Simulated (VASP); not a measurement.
Input:

```
Rh
1.0
    0.00000     1.91154     1.91154
    1.91154     0.00000     1.91154
    1.91154     1.91154     0.00000
Rh
1
Direct
  0.00000   0.00000   0.00000
```

All values below come from PBE GGA, VASP's PBE PAW potentials (set 64) (plane waves; VASP). Settings: 480 eV cut-off, 16×16×16 Γ-centred mesh, first-order Methfessel-Paxton smearing of 0.10 eV, potentials Rh_pv.

Q: Give the stress tensor in GPa (positive for a compressed cell).

A: 
```
1.49  0.00  0.00
0.00  1.49  0.00
0.00  0.00  1.49
```
The pressure is its mean diagonal, 1.49 GPa.

The compound is Rh in the fcc structure. It was relaxed first.
